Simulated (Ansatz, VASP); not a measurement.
# ZnNi: VASP beside Ansatz

One calculation is typed for both programs; each brings its own data sets. How far apart do they land? The cell is taken from a series of runs on this material, whose earlier steps may have relaxed, scaled, displaced or heated it; both programs get it as it stands.

Calculated with Ansatz 0.2.0; plane waves, with VASP 6.6.1 beside it; relaxation of cell and atoms at PBEsol.

### 1. The structure

The structure is cubic, space group Pm-3m (No. 221). The conventional cell has a = 2.842 Å, b = 2.842 Å, c = 2.842 Å, α = 90.00°, β = 90.00°, γ = 90.00°. Zn has 8 Ni at 2.46 Å nearest. Nearest to Ni lie 8 Zn at 2.46 Å. Farther neighbours are not listed.

Structure file:

```cif
data_structure
_symmetry_space_group_name_H-M 'P 1'
_symmetry_Int_Tables_number 1
_cell_length_a 2.8416
_cell_length_b 2.8416
_cell_length_c 2.8416
_cell_angle_alpha 90.000
_cell_angle_beta 90.000
_cell_angle_gamma 90.000
_cell_volume 22.95
loop_
_atom_site_label
_atom_site_type_symbol
_atom_site_fract_x
_atom_site_fract_y
_atom_site_fract_z
_atom_site_occupancy
Zn1 Zn 0.50000 0.50000 0.50000 1
Ni2 Ni 0.00000 0.00000 0.00000 1
```

### 2. VASP: relaxation of cell and atoms, PBEsol

The relaxed volume is the usual yardstick between codes: in a stiff, nearly cubic crystal its relative difference is about their pressure difference at one cell divided by the bulk modulus.

Lines of VASP's logs that name or quote its potential files are left out, and so is its time.

Contents of INCAR:

```
SYSTEM = ZnNi
PREC = Accurate
ENCUT = 600
EDIFF = 1E-07
NELM = 120
ISMEAR = 0
SIGMA = 0.1
LREAL = .FALSE.
ALGO = Normal
GGA = PS
NBANDS = 17
LASPH = .TRUE.
LORBIT = 11
LWAVE = .FALSE.
LCHARG = .FALSE.
ISIF = 3
IBRION = 2
NSW = 80
EDIFFG = -0.005
GGA_COMPAT = .FALSE.
NELMIN = 4
```

Contents of POSCAR:

```
ZnNi
1.0
    2.8416440000      0.0000000000      0.0000000000
    0.0000000000      2.8416440000      0.0000000000
    0.0000000000      0.0000000000      2.8416440000
Zn Ni
1 1
Direct
    0.5000000000      0.5000000000      0.5000000000
    0.0000000000      0.0000000000      0.0000000000
```

Contents of KPOINTS:

```
Automatic mesh
0
Gamma
10 10 10
0 0 0
```

PAW data sets: Zn and Ni (PBE family, release 64).

On the command line:

```console
mpirun -np 1 vasp_std
```

Numbers of over 12 decimals in the logs are rounded to 6 here.

The log of the run:

```text
[banner, memory and clock lines left out]
running    1 mpi-ranks, on    1 nodes
 distrk:  each k-point on    1 cores,    1 groups
 distr:  one band on    1 cores,    1 groups

 POSCAR found type information on POSCAR ZnNi
 POSCAR found :  2 types and       2 ions
|                                                                             |
|               ----> ADVICE to this user running VASP <----                  |
|                                                                             |
|     You enforced a specific xc type in the INCAR file but a different       |
|     [... a line on the potential file left out ...]
|     I HOPE YOU KNOW WHAT YOU ARE DOING!                                     |
|                                                                             |

 LDA part: xc-table for (Slater+PW92), standard interpolation
 POSCAR, INCAR and KPOINTS ok, starting setup
 FFT: planning ... GRIDC
 FFT: planning ... GRID_SOFT
 FFT: planning ... GRID
 WAVECAR not read
 entering main loop
       N       E                     dE             d eps       ncg     rms          rms(c)
DAV:   1     0.101768871393E+03    0.10177E+03   -0.11912E+04  2016   0.220E+03
DAV:   2    -0.566740697792E+01   -0.10744E+03   -0.10366E+03  1905   0.304E+02
DAV:   3    -0.931057762647E+01   -0.36432E+01   -0.36213E+01  2153   0.680E+01
DAV:   4    -0.934424012112E+01   -0.33662E-01   -0.33652E-01  2266   0.573E+00
DAV:   5    -0.934503138727E+01   -0.79127E-03   -0.79123E-03  2196   0.806E-01    0.112E+01
DAV:   6    -0.973326935731E+01   -0.38824E+00   -0.13561E+01  1981   0.656E+01    0.108E+01
DAV:   7    -0.829475506527E+01    0.14385E+01   -0.59202E+00  2024   0.717E+01    0.386E+00
DAV:   8    -0.826235606348E+01    0.32399E-01   -0.19454E-01  2494   0.774E+00    0.153E+00
DAV:   9    -0.825342390573E+01    0.89322E-02   -0.92723E-03  2573   0.130E+00    0.242E-01
DAV:  10    -0.825315411913E+01    0.26979E-03   -0.49169E-04  2549   0.256E-01    0.678E-02
DAV:  11    -0.825315791129E+01   -0.37922E-05   -0.21644E-05  2934   0.949E-02    0.624E-03
DAV:  12    -0.825315772976E+01    0.18152E-06   -0.29703E-06  2239   0.402E-02    0.270E-03
DAV:  13    -0.825315762964E+01    0.10013E-06   -0.15727E-07  1347   0.997E-03    0.122E-03
DAV:  14    -0.825315752598E+01    0.10366E-06   -0.28839E-08  1014   0.242E-03    0.146E-04
DAV:  15    -0.825315752279E+01    0.31873E-08   -0.50489E-09   991   0.946E-04
   1 F= -.82531575E+01 E0= -.82506946E+01  d E =-.825316E+01
 curvature:   0.00 expect dE= 0.000E+00 dE for cont linesearch  0.000E+00
 trial: gam= 0.00000 g(F)=  0.000E+00 g(S)=  0.463E-03 ort = 0.000E+00 (trialstep = 0.100E+01)
 search vector abs. value=  0.463E-03
 bond charge predicted
       N       E                     dE             d eps       ncg     rms          rms(c)
DAV:   1    -0.826648478434E+01   -0.13327E-01   -0.11651E-01  1931   0.682E+00    0.959E-01
DAV:   2    -0.826664961349E+01   -0.16483E-03   -0.12161E-01  1963   0.611E+00    0.970E-01
DAV:   3    -0.825429468043E+01    0.12355E-01   -0.54153E-02  1991   0.473E+00    0.312E-01
DAV:   4    -0.825340836993E+01    0.88631E-03   -0.21254E-03  2489   0.941E-01    0.105E-01
DAV:   5    -0.825320489597E+01    0.20347E-03   -0.10614E-04  2798   0.148E-01    0.103E-02
DAV:   6    -0.825320554853E+01   -0.65256E-06   -0.77288E-06  2255   0.369E-02    0.602E-03
DAV:   7    -0.825320657338E+01   -0.10249E-05   -0.51028E-07  2489   0.143E-02    0.532E-04
DAV:   8    -0.825320654648E+01    0.26906E-07   -0.11631E-07  1195   0.557E-03
   2 F= -.82532065E+01 E0= -.82507305E+01  d E =-.490237E-04
 trial-energy change:   -0.000049  1 .order   -0.000060   -0.000463    0.000343
 step:   0.5542(harm=  0.5745)  dis= 0.00000  next Energy=    -8.253284 (dE=-0.126E-03)
 bond charge predicted
       N       E                     dE             d eps       ncg     rms          rms(c)
DAV:   1    -0.825592288213E+01   -0.27163E-02   -0.23122E-02  1929   0.302E+00    0.428E-01
DAV:   2    -0.825593383774E+01   -0.10956E-04   -0.23835E-02  1965   0.274E+00    0.431E-01
DAV:   3    -0.825350182427E+01    0.24320E-02   -0.10649E-02  1990   0.216E+00    0.139E-01
DAV:   4    -0.825332630621E+01    0.17552E-03   -0.43600E-04  2495   0.429E-01    0.459E-02
DAV:   5    -0.825328697420E+01    0.39332E-04   -0.21279E-05  2795   0.653E-02    0.509E-03
DAV:   6    -0.825328666193E+01    0.31227E-06   -0.16211E-06  2505   0.190E-02    0.279E-03
DAV:   7    -0.825328631427E+01    0.34766E-06   -0.69224E-08  1085   0.495E-03    0.176E-04
DAV:   8    -0.825328631747E+01   -0.31946E-08   -0.42417E-08   965   0.367E-03
   3 F= -.82532863E+01 E0= -.82508162E+01  d E =-.128795E-03
 curvature:  -0.29 expect dE=-0.321E-07 dE for cont linesearch -0.321E-07
 trial: gam=-0.01532 g(F)=  0.101E-64 g(S)=  0.112E-06 ort = 0.721E-05 (trialstep = 0.911E+00)
 search vector abs. value=  0.127E-09
 reached required accuracy - stopping structural energy minimisation
```

OUTCAR, selected parts (step 2):

```text
ion  position               nearest neighbor table
   1  0.500  0.500  0.500-   2 2.46   2 2.46   2 2.46   2 2.46   2 2.46   2 2.46   2 2.46   2 2.46

  LATTYP: Found a simple cubic cell.
 ALAT       =     2.8416440000

 Subroutine GETGRP returns: Found 48 space group operations
 (whereof 48 operations were pure point group operations)

The static configuration has the point symmetry O_h .

 Found     56 irreducible k-points:

   k-points           NKPTS =     56   k-points in BZ     NKDIM =     56   number of bands    NBANDS=     17

   dimension x,y,z NGX =    24 NGY =   24 NGZ =   24
   dimension x,y,z NGXF=    48 NGYF=   48 NGZF=   48

   ENCUT  =  600.0 eV  44.10 Ry    6.64 a.u.   5.68  5.68  5.68*2*pi/ulx,y,z

   NELECT =      22.0000    total number of electrons

 k-points in reciprocal lattice and weights: Automatic mesh
   0.00000000  0.00000000  0.00000000       0.001
   0.10000000  0.00000000  0.00000000       0.006
   0.20000000  0.00000000  0.00000000       0.006
   0.30000000  0.00000000  0.00000000       0.006
   0.40000000  0.00000000  0.00000000       0.006
   0.50000000  0.00000000  0.00000000       0.003
   0.10000000  0.10000000  0.00000000       0.012
   0.20000000  0.10000000  0.00000000       0.024
   0.30000000  0.10000000  0.00000000       0.024
[...]
0.50000000  0.50000000  0.40000000       0.006
   0.50000000  0.50000000  0.50000000       0.001

 average (electrostatic) potential at core
       1 -32.7252       2 -84.4953

 E-fermi :   6.3838

 k-point     1 :       0.0000    0.0000    0.0000
  band No.  band energies     occupation
    ...
      7       4.1446      2.00000
      8       4.1446      2.00000
      9       5.4629      2.00000
     10       5.4629      2.00000
     11       5.4629      2.00000
     12      13.8087      0.00000
     13      13.8087      0.00000
     14      13.8087      0.00000
     15      19.4131      0.00000
     16      19.4131      0.00000
    ...

 k-point     2 :       0.1000    0.0000    0.0000
  band No.  band energies     occupation
    ...
      7       4.1311      2.00000
      8       4.1552      2.00000
      9       5.3683      2.00000
     10       5.3683      2.00000
     11       5.4543      2.00000
     12      12.3192      0.00000
     13      14.1349      0.00000
     14      14.1349      0.00000
     15      19.4911      0.00000
     16      20.3155      0.00000
    ...

 k-point     3 :       0.2000    0.0000    0.0000
  band No.  band energies     occupation
    ...
      7       4.0947      2.00000
      8       4.1288      2.00000
      9       5.1393      2.00000
     10       5.1393      2.00000
     11       5.4315      2.00000
     12       9.8135      0.00000
     13      15.0564      0.00000
     14      15.0564      0.00000
     15      19.7294      0.00000
     16      20.9229      0.00000
    ...

  Total        0.0012449      0.0012449      0.0012449     -0.0000000     -0.0000000      0.0000000
  in kB        0.0866463      0.0866463      0.0866463     -0.0000000     -0.0000000      0.0000000
  external PRESSURE =       0.0866463 kB  Pullay stress =       0.0000000 kB

  energy-cutoff  :      600.00
  volume of cell :       23.02
      direct lattice vectors                 reciprocal lattice vectors
     2.844683278 -0.000000000 -0.000000000     0.351532984  0.000000000  0.000000000
    -0.000000000  2.844683278  0.000000000     0.000000000  0.351532984 -0.000000000
    -0.000000000  0.000000000  2.844683278     0.000000000 -0.000000000  0.351532984

 POSITION                                       TOTAL-FORCE (eV/Angst)
 -----------------------------------------------------------------------------------
      1.42234      1.42234      1.42234        -0.000000      0.000000      0.000000
      0.00000      0.00000      0.00000         0.000000     -0.000000      0.000000
 -----------------------------------------------------------------------------------
    total drift:                                0.000000      0.000000     -0.000000

  FREE ENERGIE OF THE ION-ELECTRON SYSTEM (eV)
  ---------------------------------------------------
  free  energy   TOTEN  =        -8.2532863175 eV

  energy  without entropy=       -8.2483460813  energy(sigma->0) =       -8.25081620

 reached required accuracy - stopping structural energy minimisation

 total charge
# of ion       s       p       d       tot
------------------------------------------
    1        0.620   0.596   9.757  10.972
    2        0.438   0.459   8.454   9.352
--------------------------------------------------
tot          1.058   1.055  18.211  20.324

[... 3 further parts left out ...]
```

This run has no spin polarisation, so a moment on Ni, if there is one, isn't seen.

### 3. Ansatz: relaxation of cell and atoms, PBEsol

Ansatz runs on its default PAW (the set named soft_2) files.

The same cell, functional, mesh and smearing now go to Ansatz, which takes its cutoff from its data sets.

Contents of input.yaml:

```yaml
crystal:
  lattice:
    - [2.8416443473, 0.0, 0.0]
    - [0.0, 2.8416443473, 0.0]
    - [0.0, 0.0, 2.8416443473]
  atoms:
    - { symbol: Zn, position: [0.5, 0.5, 0.5] }
    - { symbol: Ni, position: [0.0, 0.0, 0.0] }
kpoints:
  mp_grid: { grid: [10, 10, 10] }
hamiltonian:
  xc: pbesol
scf:
  occupations: { method: gaussian, width: 0.1 }
output:
  forces: true
  stress: true
  eigenvalues: true
  write_density: true
  write_potential: true
  elf: true
  volumetric_format: npy
relax:
  adjacent_minimum: "off"
  f_tol: 0.005
  max_steps: 80
  cell: { stress_tol: 0.05 }
```

On the command line:

```console
ansatz run input.yaml --threads 4 --pin off --max-ram 8192MiB --backend cpu --events-out ev --progress --plain --runs-dir out
```

The log of the run:

```text
Engine: ansatz 0.2.0, aarch64-unknown-linux-gnu
Pseudopotentials: kind: paw
Pseudopotential: Zn, paw, valence charge 12, recommended cutoff 420 eV (normal), Zn.paw.azcp
Pseudopotential: Ni, paw, valence charge 18, recommended cutoff 420 eV (normal), Ni.paw.azcp
Functional definition: PBEsol
  exchange = pbesol_x
  correlation = pbesol_c
Crystal: 2 atoms, lattice volume = 22.946 Å³
Basis set: ecut = 420 eV, 461 PW (Γ), exchange–correlation on 40×40×40 points (8 copies of the dense FFT grid, shifted against one another)
Bands: 19, of which v1, the nominal top of the filled ones, is band 15 counted from 1 (14 counted from 0)
Symmetry: 48 space group operations
Space group: Pm-3m (ITA 221), of the structure as read, at distance tolerance 2.8e-5 Å
k-points: 56 of 1000
Non-local potential: Zn, projectors of the file, l = 0: 2, l = 1: 2, l = 2: 3, l = 3: 1
Non-local potential: Ni, projectors of the file, l = 0: 3, l = 1: 2, l = 2: 3, l = 3: 1
PAW form: soft (Blöchl's): semilocal exchange-correlation on the pseudo side does not see the compensation charge
PAW frozen core: Zn, regenerated for the run's functional, and the local potential with it (the file was generated under x = pbe(κ = 0.804, μ = 0.219515), c = pbe(β = 0.066725))
PAW frozen core: Ni, regenerated for the run's functional, and the local potential with it (the file was generated under x = pbe(κ = 0.804, μ = 0.219515), c = pbe(β = 0.066725))
PAW one-centre angular grid: Zn, 590 points (default); XC on 64 Gauss nodes
PAW one-centre angular grid: Ni, 590 points (default); XC on 64 Gauss nodes
Initial density: superposition of atomic densities (neutral atoms: chi_scale 0, normalization atom), corrected by the library's trained network
Initial wavefunctions: pseudopotential atomic-orbital guess
Functional: x = pbesol(κ = 0.804, μ = 0.123457), c = pbesol(β = 0.046)
SCF iter   1: F=—  HF=-9086.420496 eV  |F-HF|=—  |Δ(HF+E_count)|=         —  Δρ=2.66e-2  dr2=1.02e-1  ethr=1.77e-3  ⟨swp⟩=5.2  Hψ=4715  notcnv=0
preconditioner: auto → none  [insulator: Δε(μ)=0.117 eV  Ē_g=11.615 eV  σ=0.100 eV  W_gap=0.57  n_scr=6 (ndim 8)  ℏωp=36.4 eV  f_vac=0.000  D(μ)=1.02/eV (n_scr^D=6)  ε∞_Penn≈10.8]
SCF iter   2: F=—  HF=-9086.407618 eV  |F-HF|=—  |Δ(HF+E_count)|=   1.29e-2  Δρ=6.08e-3  dr2=6.84e-3  ethr=3.39e-4  ⟨swp⟩=2.0  Hψ=1715  notcnv=0  defer=7
SCF iter   3: F=—  HF=-9086.406997 eV  |F-HF|=—  |Δ(HF+E_count)|=   6.21e-4  Δρ=1.26e-3  dr2=1.67e-4  ethr=2.28e-5  ⟨swp⟩=1.7  Hψ=1359  notcnv=0  defer=7
SCF iter   4: F=—  HF=-9086.406940 eV  |F-HF|=—  |Δ(HF+E_count)|=   5.72e-5  Δρ=4.25e-4  dr2=3.10e-5  ethr=5.58e-7  ⟨swp⟩=2.0  Hψ=1573  notcnv=0  defer=7
SCF iter   5: F=—  HF=-9086.406931 eV  |F-HF|=—  |Δ(HF+E_count)|=   9.09e-6  Δρ=7.56e-5  dr2=5.13e-7  ethr=1.03e-7  ⟨swp⟩=2.1  Hψ=1500  notcnv=0  defer=7
SCF iter   6: F=-9086.406932 eV  HF=-9086.406932 eV  |F-HF|=2.75e-8  |Δ(HF+E_count)|=   5.30e-7  Δρ=1.37e-5  dr2=2.63e-8  ethr=3.33e-10  ⟨swp⟩=9.6  Hψ=8040  notcnv=0
SCF 1 converged in 6 iterations: F = -9086.406932 eV  dr2 = 2.63e-8
  greatest PAW one-centre occupation: 1.001 electrons in one spin orbital (limit 2), on the Ni atom at site 1 (counted from 0), in its partial waves of l = 1
relax step   1: F+E_penalty+E_count = -9086.40693162 eV  Δ(F+E_penalty+E_count) = +0.000e0 eV  max|allowed force component| = 2.173e-29 eV/Å  Δτ_max = 0.0000 Å  P = -0.078 GPa  Ω = 22.946 Å³  (6 SCF iters, dr2 threshold 1.00e-7 eV, accepted)
[...]
relax step   2: F+E_penalty+E_count = -9086.40693789 eV  Δ(F+E_penalty+E_count) = -6.270e-6 eV  max|allowed force component| = 3.648e-30 eV/Å  Δτ_max = 0.0000 Å  P = -0.036 GPa  Ω = 22.941 Å³  energy of the carried Pulay correction = +4.243e-6 eV  (6 SCF iters, accepted)
[...]
relax step   3: F+E_penalty+E_count = -9086.40693789 eV  Δ(F+E_penalty+E_count) = -5.457e-12 eV  max|allowed force component| = 3.583e-30 eV/Å  Δτ_max = 0.0000 Å  P = -0.037 GPa  Ω = 22.941 Å³  stress off target by 3.68e-2 GPa  SCF on the basis re-selected at this cell (its energy is not comparable with the rows above)  (7 SCF iters)
basis re-selected at this cell: Δ(F+E_penalty+E_count) = -5.457e-12 eV, ΔP = -0.000 GPa vs the last step (what re-selecting the basis moved, of the pressure what is left beyond the Pulay correction that the steps carried, after the strain that the cell walked since its last selection, with what the two solves' SCF thresholds leave and, on support functions, any second-order correction that the steps lacked; it is no  [...]
SCF converged after 7 iterations
Free energy (F): -9086.406938 eV
Harris-Foulkes:  -9086.406938 eV  (|F-HF|=1.82e-12)
Internal energy: -9086.401988 eV  (E = F + TS)
E sigma→0 (E₀):  -9086.404463 eV
Entropy (-TS):   -0.004950 eV (-2.475 meV/atom)
Fermi energy:    15.840185 eV
--- Per-component energies (eV) ---
  E_band       = -210.779991
  E_kinetic    = 418.274322
  E_local      = -5017.856802  (includes V_loc(G=0)·N_el)
  E_nonlocal   = 1251.824847
  E_hartree    = 2110.814537
  E_xc         = -222.181993
  E_vxc        = -164.452420  (∫ρ·V_xc dr)
  E_paw        = -3385.805006  (= ΣΔE_a)
  E_vpaw       = -920.198966  (= ΣTr[D̂ρ^β])
  E_aug_tail   = -0.000046  (compensation charges beyond the density's cutoff)
  E_ewald      = -4242.466491
  E_core_change = 0.994644  (= ΣΔE_core)
  E_smearing   = -0.004950  (= −TS)
  E_closure    = -0.000000  (closes the sum)
  Σ components = -9086.406938   (vs F -9086.406938, Δ=0.00e0)
--- Forces (eV/Å), atoms counted from 1 ---
  atom   1  Zn     0.00000000    -0.00000000     0.00000000
  atom   2  Ni     0.00000000    -0.00000000     0.00000000
  max |Σ_I F_I| component: 7.56e-30 eV/Å
--- Stress (GPa, compression-positive) ---
       -0.036811       0.000000       0.000000
        0.000000      -0.036811       0.000000
       -0.000000       0.000000      -0.036811
  P = ⅓ Tr σ = -0.0368 GPa (-0.368 kbar)
--- Band table (eV; the first three rows and the last of 56) ---
  k-point 0: bands = [... 11 lower, 13.5874, 14.9211, 14.9211, 14.9211, 23.2227, 23.2227, 23.2227, 28.8196]
  k-point 1: bands = [... 11 lower, 13.5979, 14.8242, 14.8242, 14.9117, 21.7450, 23.5522, 23.5522, 28.8950]
  k-point 2: bands = [... 11 lower, 13.5705, 14.5897, 14.5897, 14.8871, 19.2498, 24.4813, 24.4813, 29.1249]
  k-point 55: bands = [... 11 lower, 12.4414, 15.2682, 15.2682, 20.9470, 21.3779, 21.3779, 21.3779, 22.0026]
--- Relaxed structure (2 steps of the walk, 2 accepted, 1 SCFs on fresh bases) ---
  F+E_penalty+E_count = -9086.40693789 eV   max|allowed force component| = 3.583e-30 eV/Å   (the final SCF, on the basis selected at the relaxed cell)
  cell:  # Å, volume = 22.9405 Å³
    - [2.841414, 0, 0.0]
    - [0, 2.841414, 0.0]
    - [0.0, 0.0, 2.841414]
  atoms:
    - { symbol: Zn, position: [0.5, 0.5, 0.5] }
    - { symbol: Ni, position: [0.0, 0.0, 0] }
```

The column dr2 measures how far the density is from self-consistency, as an energy; F and HF (Harris–Foulkes) agree once it is small.

### 4. Comparison

Known differences besides the potentials themselves: the data sets hold 30 valence electrons in Ansatz (on its default PAW (the set named soft_2) files) and 22 in VASP; the cutoff is 420 eV in Ansatz and 600 eV in VASP; Ansatz makes its cores anew for this functional, VASP keeps those of its PBE data sets; Ansatz adds a Pulay correction to the stress that steers its cell, VASP none. Total energies have different zeros and are not compared.

The two programs side by side:

```
                                         quantity  Ansatz   VASP  difference
                                      volume (Å³)   22.94  23.02     -0.34 %
edge a after relaxation, in the typed setting (Å)   2.841  2.845     -0.12 %
```

### 5. Outcome

```json
{"difference in volume (relaxation of cell and atoms, PBEsol)": "-0.34 %"}
```

What this shows: The difference in volume is -0.34 % (relaxation of cell and atoms, PBEsol), within the 1.2 % picked in this series as the mark of a large difference, as far as the stopping tolerances let one tell. The data sets hold unlike numbers of valence electrons (30 in Ansatz and 22 in VASP), so part of the differences comes from the potentials. Such differences can come from data sets, numerical settings and the points named under the comparisons, not from the functional's error against experiment.

[Lines on the potential files, build, host, timing and source positions are cut from VASP's logs without a mark.]

[Logs are printed without paths, hosts, clocks, repeated set-up lines and the standing remarks that a program may print on its own settings, such as how far it seeks lower states.]

[Hosts, paths, dates, database ids (printed as entryN), source tags and the programs' standing remarks are cut or masked in the printed files.]
